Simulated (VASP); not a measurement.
Level of theory: G0W0 on PBE orbitals, VASP's PBE PAW potentials (set 64) (plane waves; VASP 6.6.1).

Input for VASP

POSCAR:
```
SiC
1
    0.0000000000     2.1505370000     2.1505370000
    2.1505370000     0.0000000000     2.1505370000
    2.1505370000     2.1505370000     0.0000000000
Si C
1 1
Direct
  0.0000000000   0.0000000000   0.0000000000
  0.2500000000   0.2500000000   0.2500000000
```

KPOINTS:
```
Automatic mesh
0
Gamma
4 4 4
0 0 0
```

### INCAR
```
SYSTEM = SiC
PREC = Normal
ENCUT = 500
ALGO = EVGW0
LREAL = .FALSE.
LASPH = .TRUE.
ISMEAR = 0
SIGMA = 0.01
GGA = PE
LWAVE = .FALSE.
LCHARG = .FALSE.
NELMGW = 1
NBANDS = 160
NOMEGA = 64
ENCUTGW = 200
NBANDSGW = 12
LSPECTRALGW = .TRUE.
```

POTCAR, in this order: Si_GW C_GW_new (PBE.64 set). Program: vasp_std. Read from the step before: WAVECAR, WAVEDER.

Output

OSZICAR:
```
energies w=
    0.000    0.000    0.548    0.000    1.096    0.000    1.640    0.000
    2.181    0.000    2.718    0.000    3.249    0.000    3.773    0.000
    4.291    0.000    4.802    0.000    5.306    0.000    5.803    0.000
    6.293    0.000    6.777    0.000    7.254    0.000    7.726    0.000
    8.193    0.000    8.656    0.000    9.115    0.000    9.572    0.000
   10.027    0.000   10.482    0.000   10.937    0.000   11.393    0.000
   11.853    0.000   12.316    0.000   12.784    0.000   13.259    0.000
   13.741    0.000   14.234    0.000   14.738    0.000   15.255    0.000
   15.787    0.000   16.338    0.000   16.909    0.000   17.502    0.000
   18.123    0.000   18.773    0.000   19.459    0.000   20.184    0.000
   20.955    0.000   21.777    0.000   22.659    0.000   23.610    0.000
   24.641    0.000   25.767    0.000   27.002    0.000   28.366    0.000
   29.885    0.000   31.590    0.000   33.520    0.000   35.726    0.000
   38.275    0.000   41.256    0.000   44.793    0.000   49.058    0.000
   54.301    0.000   60.903    0.000   69.463    0.000   80.991    0.000
   97.331    0.000  122.243    0.000  164.771    0.000  253.546    0.000
NQ=   1    0.0000    0.0000    0.0000,
 performed        110000 updates of chi_q(r,r)
NQ=   2    0.2500    0.0000    0.0000,
 performed        328000 updates of chi_q(r,r)
NQ=   3    0.5000    0.0000    0.0000,
 performed        515000 updates of chi_q(r,r)
NQ=   4    0.2500    0.2500    0.0000,
 performed        733000 updates of chi_q(r,r)
NQ=   5    0.5000    0.2500    0.0000,
 performed       1035000 updates of chi_q(r,r)
NQ=   6   -0.2500    0.2500    0.0000,
 performed       1306000 updates of chi_q(r,r)
NQ=   7    0.5000    0.5000    0.0000,
 performed       1470000 updates of chi_q(r,r)
NQ=   8   -0.2500    0.5000    0.2500,
 performed       1680000 updates of chi_q(r,r)
 resolving degeneracies of screened two electron integrals
```

**OUTCAR**
```


 k-point   1 :       0.0000    0.0000    0.0000
  band No.  KS-energies  QP-energies   sigma(KS)   V_xc(KS)     V^pw_x(r,r')   Z            occupation Imag(sigma)

      1      -6.6507      -7.8144     -14.4321     -12.8192     -21.8628       0.7215       2.0000       1.4188
      2       9.0990       8.3261     -15.9118     -14.9315     -17.8161       0.7885       2.0000       0.0600
      3       9.0990       8.3261     -15.9118     -14.9315     -17.8161       0.7885       2.0000       0.0600
      4       9.0990       8.3261     -15.9118     -14.9315     -17.8161       0.7885       2.0000       0.0600
      5      15.7878      16.1372     -12.7646     -13.2149      -7.1665       0.7759       0.0000      -0.1035
      6      16.6253      17.0876     -11.0712     -11.6528      -5.7266       0.7949       0.0000      -0.0967
      7      16.6253      17.0876     -11.0712     -11.6528      -5.7266       0.7949       0.0000      -0.0967
      8      16.6253      17.0876     -11.0712     -11.6528      -5.7266       0.7949       0.0000      -0.0967
      9      23.7721      24.3038     -10.8815     -11.5642      -4.5742       0.7787       0.0000      -0.2401
     10      23.7721      24.3038     -10.8815     -11.5642      -4.5742       0.7787       0.0000      -0.2401
     11      26.1368      26.2952      -9.6747      -9.8748      -2.8786       0.7913       0.0000      -0.4395
     12      26.6345      26.8487     -10.1132     -10.3882      -3.0003       0.7790       0.0000      -0.6148

 k-point   2 :       0.2500    0.0000    0.0000
  band No.  KS-energies  QP-energies   sigma(KS)   V_xc(KS)     V^pw_x(r,r')   Z            occupation Imag(sigma)

      1      -5.4137      -6.5340     -14.5261     -13.0026     -21.6391       0.7353       2.0000       1.2186
      2       4.7155       3.7447     -14.7656     -13.4917     -17.8392       0.7620       2.0000       0.1227
      3       8.4838       7.6738     -15.6961     -14.6660     -17.7320       0.7863       2.0000       0.0634
      4       8.4838       7.6738     -15.6961     -14.6660     -17.7320       0.7863       2.0000       0.0634
      5      15.4010      15.7765     -11.7186     -12.1914      -6.4563       0.7942       0.0000      -0.0895
      6      17.2006      17.6664     -11.0411     -11.6305      -5.5248       0.7903       0.0000      -0.1089
      7      17.2006      17.6664     -11.0411     -11.6305      -5.5248       0.7903       0.0000      -0.1089
      8      18.7932      19.2752     -12.6034     -13.2295      -6.3958       0.7699       0.0000      -0.1801
      9      22.3787      22.8030     -10.6398     -11.1832      -4.4292       0.7809       0.0000      -0.2443
     10      22.3787      22.8030     -10.6398     -11.1832      -4.4292       0.7809       0.0000      -0.2443
     11      24.5469      24.6578      -9.9192     -10.0590      -3.1859       0.7935       0.0000      -0.4449
     12      30.8683      31.1986     -10.7412     -11.1739      -3.0567       0.7635       0.0000      -0.8311

 k-point   3 :       0.5000    0.0000    0.0000
  band No.  KS-energies  QP-energies   sigma(KS)   V_xc(KS)     V^pw_x(r,r')   Z            occupation Imag(sigma)

      1      -2.9226      -3.9939     -15.3417     -13.8839     -21.8495       0.7349       2.0000       0.8577
      2       0.3049      -0.7555     -13.5795     -12.1499     -18.0708       0.7417       2.0000       0.3569
      3       8.0320       7.1884     -15.6395     -14.5634     -17.8239       0.7839       2.0000       0.0673
      4       8.0320       7.1884     -15.6395     -14.5634     -17.8239       0.7839       2.0000       0.0673
      5      14.8556      15.2282     -11.8418     -12.3098      -6.6979       0.7961       0.0000      -0.0818
      6      16.4286      16.8422     -10.6580     -11.1760      -5.3531       0.7985       0.0000      -0.0956
      7      16.4286      16.8422     -10.6580     -11.1760      -5.3531       0.7985       0.0000      -0.0956
      8      19.3516      19.6756     -11.3738     -11.8018      -4.8961       0.7572       0.0000      -0.2195
      9      25.7645      26.0723     -11.3293     -11.7297      -4.0559       0.7686       0.0000      -0.4588
     10      26.6804      27.0716     -11.1573     -11.6686      -3.5452       0.7651       0.0000      -0.6075
     11      26.6804      27.0716     -11.1573     -11.6686      -3.5452       0.7651       0.0000      -0.6075
     12      29.8609      30.3849     -11.6882     -12.3705      -4.3759       0.7678       0.0000      -0.7293

 k-point   4 :       0.2500    0.2500    0.0000
  band No.  KS-energies  QP-energies   sigma(KS)   V_xc(KS)     V^pw_x(r,r')   Z            occupation Imag(sigma)

      1      -4.9987      -6.1196     -14.5997     -13.0602     -21.5551       0.7281       2.0000       1.1276
      2       5.7487       4.8158     -15.5072     -14.2878     -18.3438       0.7650       2.0000       0.0993
      3       7.1067       6.2121     -15.1460     -13.9986     -17.5185       0.7796       2.0000       0.0753
      4       7.1067       6.2121     -15.1460     -13.9986     -17.5185       0.7796       2.0000       0.0753
      5      13.2192      13.4755     -10.6054     -10.9238      -5.7807       0.8049       0.0000      -0.0747
      6      15.5712      15.9383     -10.8128     -11.2696      -5.7071       0.8036       0.0000      -0.0842
      7      20.0076      20.5583     -11.9046     -12.6235      -5.6202       0.7661       0.0000      -0.1845
      8      20.0076      20.5583     -11.9046     -12.6235      -5.6202       0.7661       0.0000      -0.1845
      9      21.0158      21.4862     -12.5762     -13.1882      -6.0637       0.7687       0.0000      -0.2308
     10      25.6310      26.1447     -10.8890     -11.5437      -4.1654       0.7847       0.0000      -0.3938
     11      29.9096      30.1647     -10.5161     -10.8410      -2.9928       0.7852       0.0000      -0.8946
     12      29.9096      30.1647     -10.5161     -10.8410      -2.9928       0.7852       0.0000      -0.8946

 k-point   5 :       0.5000    0.2500    0.0000
  band No.  KS-energies  QP-energies   sigma(KS)   V_xc(KS)     V^pw_x(r,r')   Z            occupation Imag(sigma)

      1      -2.5431      -3.6231     -15.2590     -13.7853     -21.5604       0.7328       2.0000       0.7869
      2       1.8786       0.8379     -14.2587     -12.8703     -18.2869       0.7496       2.0000       0.2572
      3       5.0356       4.0848     -14.4988     -13.2574     -17.3266       0.7659       2.0000       0.1070
      4       6.7256       5.8090     -15.1121     -13.9326     -17.6041       0.7771       2.0000       0.0797
      5      12.8329      13.0708     -10.6946     -10.9894      -5.9890       0.8069       0.0000      -0.0707
      6      17.2767      17.7195     -11.7580     -12.3182      -6.3362       0.7904       0.0000      -0.1046
      7      19.8310      20.3356     -11.4256     -12.0748      -5.2302       0.7771       0.0000      -0.1900
      8      19.9882      20.5013     -12.0686     -12.7351      -5.7196       0.7700       0.0000      -0.1908
      9      23.4601      23.9368     -12.1802     -12.8092      -4.8326       0.7579       0.0000      -0.3990
     10      26.9741      27.3864     -11.1186     -11.6680      -3.6110       0.7505       0.0000      -0.5812
     11      29.7982      30.0540     -10.6906     -11.0236      -3.1581       0.7683       0.0000      -0.7885
     12      31.4583      32.0146     -11.8444     -12.5691      -4.2553       0.7676       0.0000      -0.8602

 k-point   6 :      -0.2500    0.2500    0.0000
  band No.  KS-energies  QP-energies   sigma(KS)   V_xc(KS)     V^pw_x(r,r')   Z            occupation Imag(sigma)

      1      -3.5128      -4.6170     -14.9123     -13.4291     -21.4661       0.7444       2.0000       0.9250
      2       3.0471       2.0341     -14.6800     -13.3350     -18.3855       0.7532       2.0000       0.1977
      3       4.6238       3.6545     -14.2585     -12.9909     -17.1943       0.7646       2.0000       0.1170
      4       7.8942       7.0509     -15.5001     -14.4238     -17.6647       0.7836       2.0000       0.0675
      5      14.7085      15.0354     -10.8615     -11.2703      -5.7821       0.7997       0.0000      -0.0844
      6      18.1635      18.5771     -12.0796     -12.6097      -6.2005       0.7802       0.0000      -0.1429
      7      18.3365      18.8104     -11.1187     -11.7236      -5.2000       0.7834       0.0000      -0.1518
      8      19.3412      19.9412     -12.7212     -13.4976      -6.6603       0.7728       0.0000      -0.1497
      9      21.5412      21.9731     -10.6581     -11.2026      -4.6461       0.7931       0.0000      -0.2120
     10      24.9542      25.3227     -11.1029     -11.5890      -3.6457       0.7581       0.0000      -0.4830
     11      29.3161      29.5996     -10.7529     -11.1235      -3.3005       0.7649       0.0000      -0.7343
     12      30.6785      31.0332     -11.4139     -11.8779      -3.4319       0.7645       0.0000      -0.9271

 k-point   7 :       0.5000    0.5000    0.0000
  band No.  KS-energies  QP-energies   sigma(KS)   V_xc(KS)     V^pw_x(r,r')   Z            occupation Imag(sigma)

      1      -1.4234      -2.4982     -15.8179     -14.3566     -21.8978       0.7355       2.0000       0.6611
      2       1.1398       0.0990     -14.0378     -12.6415     -18.2934       0.7454       2.0000       0.3056
      3       5.8168       4.8493     -14.9119     -13.6579     -17.6851       0.7715       2.0000       0.0929
      4       5.8168       4.8493     -14.9119     -13.6579     -17.6851       0.7715       2.0000       0.0929
      5      10.3658      10.4900     -10.4776     -10.6305      -6.2161       0.8127       0.0000      -0.0598
      6      13.5064      13.7924     -10.5347     -10.8858      -5.8344       0.8148       0.0000      -0.0681
      7      23.5631      24.0772     -12.2334     -12.9308      -4.6258       0.7372       0.0000      -0.4126
      8      23.5631      24.0772     -12.2334     -12.9308      -4.6258       0.7372       0.0000      -0.4126
      9      24.4328      25.0197     -13.4671     -14.2643      -5.7787       0.7361       0.0000      -0.4067
...
```
(Selected blocks of OUTCAR.)

The mesh is coarse and the basis finite, so the quasiparticle values are not converged.

The compound is SiC in the zinc blende structure. This cell is one point of a volume scan, at 0.96 of the reference volume. The k-mesh is coarse (spacing up to 0.63 per Å, 2π included), so the numbers may not be converged in it.
